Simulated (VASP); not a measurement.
Consider the following.

```
CELL_PARAMETERS angstrom
      0.00000     1.65424     1.65424
      1.65424     0.00000     1.65424
      1.65424     1.65424     0.00000
ATOMIC_POSITIONS crystal
  F  0.00000 0.00000 0.00000
```

Calculation: PBEsol GGA, VASP's PBE PAW potentials (set 64) (plane waves; VASP). Run with 520 eV cut-off, Gaussian smearing of 0.050 eV, potentials F.

Problem. What does the run give for the band gap (along the path) with the smallest direct gap where there is one?

Solution. 
| Item | Result |
|---|---|
| band gap (along the path) | none (metal, semimetal or under 0.01 eV) |

The structure was generated: F was put into the fcc type (Fm-3m), which need not be its known phase. It was relaxed first, which changed the volume by -10 %.
